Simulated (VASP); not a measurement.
# SrRu2 (P-3m1) in VASP: a series of runs

The runs below take SrRu2 through single point, relaxation of cell and atoms, with PBE.

All numbers are computed with VASP 6.6.1; they aren't measurements. Logs are shortened: lines on timing, memory, paths and dates and some standing lists are left out, and cuts for length are marked.

## 1. The crystal as given

The structure is trigonal, space group P-3m1 (No. 164). The conventional cell has a = 4.051 Å, b = 4.051 Å, c = 5.023 Å, α = 90.00°, β = 90.00°, γ = 120.00°. Sr (site symmetry -3m) has 12 Ru at 3.29 to 3.58 Å as nearest neighbours. Around Ru (site symmetry 3m) lie 3 Ru at 2.37 Å.

The cell was built by a generator and needn't be a form met in nature.

## 2. Single point, PBE

Contents of INCAR:

```
SYSTEM = SrRu2
  PREC = Accurate
  ENCUT = 520
  EDIFF = 1E-6
  ISMEAR = 0
  SIGMA = 0.1
  LREAL = .FALSE.
  LASPH = .TRUE.
  NELM = 80
  ALGO = Normal
  ISIF = 2
  LWAVE = .FALSE.
  LCHARG = .FALSE.
  GGA = PE
  NBANDS = 26
```

Contents of KPOINTS:

```
Automatic mesh
0
G
  6 6 4
  0 0 0
```

Contents of POSCAR:

```
SrRu2
1.0
    4.0512258378      0.0000000000      0.0000000000
   -2.0256129189      3.5084644920      0.0000000000
    0.0000000000      0.0000000000      5.0225498799
Sr Ru
1 2
Direct
    0.0000000000      0.0000000000      0.5000000000
    0.3333333333      0.6666666667      0.9600626716
    0.6666666667      0.3333333333      0.0399373284
```

Potentials or basis: VASP PAW PBE potentials, release 64 (Sr_sv, Ru_pv).

Run with:

```console
> cat potpaw_PBE.64/Sr_sv/POTCAR potpaw_PBE.64/Ru_pv/POTCAR > POTCAR
> mpirun -np 1 vasp_std > vasp.out
```

OUTCAR:

```text
SYSTEM = SrRu2
   PREC = Accurate
   ENCUT = 520
   EDIFF = 1E-6
   ISMEAR = 0
   LREAL = .FALSE.
   LASPH = .TRUE.
   NELM = 80
   ISIF = 2
   GGA = PE

 ion  position               nearest neighbor table
   1  0.000  0.000  0.500-   2 3.29   3 3.29   2 3.29   3 3.29   3 3.29   2 3.29   3 3.58   2 3.58
                             2 3.58   3 3.58   3 3.58   2 3.58
   2  0.333  0.667  0.960-   3 2.37   3 2.37   3 2.37   1 3.29   1 3.29   1 3.29   1 3.58   1 3.58
                             1 3.58
   3  0.667  0.333  0.040-   2 2.37   2 2.37   2 2.37   1 3.29   1 3.29   1 3.29   1 3.58   1 3.58
                             1 3.58

  LATTYP: Found a hexagonal cell.
 ALAT       =     4.0512258378
 C/A-ratio  =     1.2397605271

  Lattice vectors:

 A1 = (   4.0512258378,   0.0000000000,   0.0000000000)
 A2 = (  -2.0256129189,   3.5084644920,   0.0000000000)
 A3 = (   0.0000000000,   0.0000000000,   5.0225498799)

Analysis of symmetry for initial positions (statically):
=====================================================================
 Subroutine PRICEL returns:
 Original cell was already a primitive cell.

 Routine SETGRP: Setting up the symmetry group for a
 hexagonal supercell.

 Subroutine GETGRP returns: Found 12 space group operations
 (whereof 12 operations were pure point group operations)
 out of a pool of 24 trial point group operations.

The static configuration has the point symmetry D_3d.

Analysis of symmetry for dynamics (positions and initial velocities):
=====================================================================
 Subroutine PRICEL returns:
 Original cell was already a primitive cell.

 Routine SETGRP: Setting up the symmetry group for a
 hexagonal supercell.

 Subroutine GETGRP returns: Found 12 space group operations
 (whereof 12 operations were pure point group operations)
 out of a pool of 24 trial point group operations.

The dynamic configuration has the point symmetry D_3d.

 Subroutine INISYM returns: Found 12 space group operations
 (whereof 12 operations are pure point group operations),
 and found     1 'primitive' translations

----------------------------------------------------------------------------------------

                                     Primitive cell

  volume of cell :      71.3884

  direct lattice vectors                    reciprocal lattice vectors
     4.051225838  0.000000000  0.000000000     0.246838868  0.142512487  0.000000000
[... 85 lines left out ...]
   ENCUT  =  520.0 eV  38.22 Ry    6.18 a.u.   7.53  7.53  9.34*2*pi/ulx,y,z
   NELM   =     80;   NELMIN=  2; NELMDL= -5     # of ELM steps
   EDIFF  = 0.1E-05   stopping-criterion for ELM
   LREAL  =      F    real-space projection
   EDIFFG = 0.1E-04   stopping-criterion for IOM
   NSW    =      0    number of steps for IOM
   IBRION =     -1    ionic relax: 0-MD 1-quasi-New 2-CG
   NFREE  =      0    steps in history (QN), initial steepest desc. (CG)
   ISIF   =      2    stress and relaxation
   ISYM   =      2    0-nonsym 1-usesym 2-fastsym
   POTIM  = 0.5000    time-step for ionic-motion
   TEBEG  =    0.0;   TEEND  =   0.0 temperature during run
   PSTRESS=    0.0 pullay stress
   NELECT =      38.0000    total number of electrons
   NUPDOWN=      -1.0000    fix difference up-down
   EMIN   =  10.00;   EMAX   =-10.00  energy-range for DOS
   EFERMI =   0.00;   METHOD = LEGACY
   ISMEAR =     0;   SIGMA  =   0.10  broadening in eV -4-tet -1-fermi 0-gaus
   EFERMI_NEDOS =   21; number of points for ismear=-14 and -15
   IALGO  =     38    algorithm
   IMIX   =      4    mixing-type and parameters
     AMIX     =   0.40;   BMIX     =  1.00
     AMIX_MAG =   1.60;   BMIX_MAG =  1.00
  volume/ion in A,a.u.               =      23.80       160.58
  Fermi-wavevector in a.u.,A,eV,Ry     =   1.326763  2.507219 23.950345  1.760301
  Thomas-Fermi vector in A             =   2.456126
   LORBIT       =      0    0 simple, 1 ext, 2 COOP (PROOUT), +10 PAW based schemes
   GGA     = PE    functional components
   LHFCALC =     F    Hartree Fock is set to
   AEXX    =    0.0000 exact exchange contribution
   IVDW    =     0    specifies the selected vdW correction
   LEPSILON=     F    determine dielectric tensor
   LRPA    =     F    only Hartree local field effects (RPA)
 non-spin polarized calculation
 Gauss-broadening in eV      SIGMA  =   0.10
  energy-cutoff  :      520.00
  volume of cell :       71.39
 maximum number of plane-waves:      1938
   NGX = 15   NGY = 15   NGZ = 19

 number of electron      37.9999989 magnetization

 Free energy of the ion-electron system (eV)
  ---------------------------------------------------
  ext. energy  EPLUGINS =         0.00000000
  ---------------------------------------------------
  free energy    TOTEN  =       -19.02081025 eV

  energy without entropy =      -19.01098088  energy(sigma->0) =      -19.01589556

 E-fermi :   5.4029     XC(G=0): -10.4804

 val. band max:        5.3720831085   @ k =   0.0000   0.3333   0.2500
 cond. band min:       5.4635751934   @ k =   0.5000   0.0000   0.2500
 fundamental gap:      0.0914920849
 Fermi energy:         5.4029107528

 k-point     1 :       0.0000    0.0000    0.0000
  band No.  band energies     occupation
      1     -37.7339      2.00000
      2     -37.7339      2.00000
      3     -37.0149      2.00000
      4     -36.8006      2.00000
      5     -36.6848      2.00000
      6     -36.6848      2.00000
[... 685 lines left out ...]
     25       7.8672      0.00000
     26      11.2777      0.00000

------------------------ aborting loop because EDIFF is reached ----------------------------------------

  FORCE on cell =-STRESS in cart. coord.  units (eV):
  Direction    XX          YY          ZZ          XY          YZ          ZX
  --------------------------------------------------------------------------------------
  -------------------------------------------------------------------------------------
  Total        0.1008723      0.1008723     -0.0113206      0.0000000      0.0000000     -0.0000000
  in kB        2.2638859      2.2638859     -0.2540703      0.0000000      0.0000000     -0.0000000
  external PRESSURE =       1.4245672 kB  Pullay stress =       0.0000000 kB

 VOLUME and BASIS-vectors are now :
 -----------------------------------------------------------------------------
  energy-cutoff  :      520.00
  volume of cell :       71.39
      direct lattice vectors                 reciprocal lattice vectors
     4.051225838  0.000000000  0.000000000     0.246838868  0.142512487  0.000000000
    -2.025612919  3.508464492  0.000000000     0.000000000  0.285024974  0.000000000
     0.000000000  0.000000000  5.022549880     0.000000000  0.000000000  0.199102055

 POSITION                                       TOTAL-FORCE (eV/Angst)
 -----------------------------------------------------------------------------------
      0.00000      0.00000      2.51127         0.000000      0.000000      0.000000
     -0.00000      2.33898      4.82196        -0.000000      0.000000     -0.038078
      2.02561      1.16949      0.20059         0.000000     -0.000000      0.038078
 -----------------------------------------------------------------------------------
    total drift:                               -0.000000      0.000000     -0.000000

  FREE ENERGIE OF THE ION-ELECTRON SYSTEM (eV)
  ---------------------------------------------------
  free  energy   TOTEN  =       -19.0208102454 eV

  energy  without entropy=      -19.0109808840  energy(sigma->0) =      -19.01589556
```

stdout:

```text
POSCAR found type information on POSCAR SrRu
 POSCAR found :  2 types and       3 ions
 scaLAPACK will be used
 LDA part: xc-table for (Slater+PW92), standard interpolation
 POSCAR, INCAR and KPOINTS ok, starting setup
 FFT: planning ... GRIDC
 FFT: planning ... GRID_SOFT
 FFT: planning ... GRID
 WAVECAR not read
 entering main loop
```

Run time: 18 s. Hardware: 1 thread of Intel Xeon 6975P-C (Granite Rapids), shared host; peak memory 0.2 GiB.

Results:

```
Free energy            : -19.0208 eV
Pressure               : 0.1 GPa
Largest force          : 0.038 eV/Å
Band gap on the k mesh : none (metal or under the smearing width)
```

Forces in eV/Å, atoms in the order of the input:
```
Sr   0.000  0.000  0.000
Ru   0.000  0.000 -0.038
Ru   0.000  0.000  0.038
```

Stress tensor (GPa, compression positive):
```
 0.23  0.00  0.00
 0.00  0.23  0.00
 0.00  0.00 -0.03
```

## 3. Relaxation of cell and atoms, PBE

This run uses another cell than the first one, of 23.95 Å³/atom, 1.006 times its volume.

Contents of INCAR:

```
SYSTEM = SrRu2
ALGO = Normal ; EDIFF = 1E-6
EDIFFG = -0.04 ; ENCUT = 600
GGA = PE ; IBRION = 2
ISIF = 3 ; ISMEAR = 0
LASPH = .True. ; LCHARG = .False.
LREAL = .False. ; LWAVE = .False.
NELM = 100 ; NSW = 90
PREC = Accurate ; SIGMA = 0.1
```

Contents of KPOINTS:

```
k-points
0
Gamma
  6 6 4
  0 0 0
```

Contents of POSCAR:

```
SrRu2
1.0
    4.0307198998      0.0000000000      0.0000000000
   -2.0153599499      3.4907058288      0.0000000000
    0.0000000000      0.0000000000      5.1060950532
Sr Ru
1 2
Direct
    0.0000000000      0.0000000000      0.5000000000
    0.3333333333      0.6666666667      0.9585076168
    0.6666666667      0.3333333333      0.0414923832
```

Potentials or basis: VASP PAW PBE potentials, release 64 (Sr_sv, Ru_pv).

Run with:

```console
> cat potpaw_PBE.64/Sr_sv/POTCAR potpaw_PBE.64/Ru_pv/POTCAR > POTCAR
> mpirun -np 1 vasp_std > vasp.out
```

Run time: 54 s. Hardware: 1 thread of Intel Xeon 6975P-C (Granite Rapids), shared host; peak memory 0.23 GiB.

Results (log left out):

```yaml
Free_energy: -19.0207 eV
Relaxed_volume: 23.80 Å³/atom
Relaxed_cell: a = 4.054 Å, b = 4.054 Å, c = 5.016 Å, α = 90.00°, β = 90.00°, γ = 120.00°
Space_group_after_relaxing_to_0.05_Å: P-3m1 (No. 164)
Energy_gained_by_relaxing: 2.5 meV/atom
Ionic_steps: 5
Pressure_after_relaxing: 0.0 GPa
Band_gap_on_the_k_mesh: none (metal or under the smearing width)
```

The path:
| step | energy change (eV) | largest force (eV/Å) | pressure (GPa) | volume (Å³) |
| --- | --- | --- | --- | --- |
| 1 | 0.0000 | 0.0338 | 0.19 | 71.84 |
| 2 | -0.0052 | 0.0720 | -0.79 | 72.13 |
| 3 | -0.0052 | 0.0717 | -0.77 | 72.12 |
| 4 | -0.0072 | 0.0269 | 0.29 | 71.11 |
| 5 | -0.0075 | 0.0007 | -0.02 | 71.39 |

Final structure:
```
Sr Ru
1.0
     4.05385    0.00000    0.00000
    -2.02693    3.51074    0.00000
     0.00000    0.00000    5.01618
Sr Ru
1 2
Direct
  0.00000 0.00000 0.50000
  0.33333 0.66667 0.95945
  0.66667 0.33333 0.04055
```

Levels at points of the mesh, in eV from the Fermi level:
| k point | band 17 | band 18 | band 19 | band 20 | band 21 | band 22 |
| --- | --- | --- | --- | --- | --- | --- |
| (0.00, 0.00, 0.00) | -1.08 | -1.08 | -0.55 | 0.31 | 0.31 | 2.36 |
| (0.50, 0.00, 0.00) | -1.48 | -1.19 | -0.11 | 0.44 | 1.15 | 2.62 |
| (0.00, 0.00, 0.50) | -1.74 | -1.35 | -1.35 | -0.37 | 0.59 | 0.59 |
| (0.50, 0.00, 0.50) | -1.41 | -0.04 | 0.36 | 0.40 | 1.24 | 1.65 |
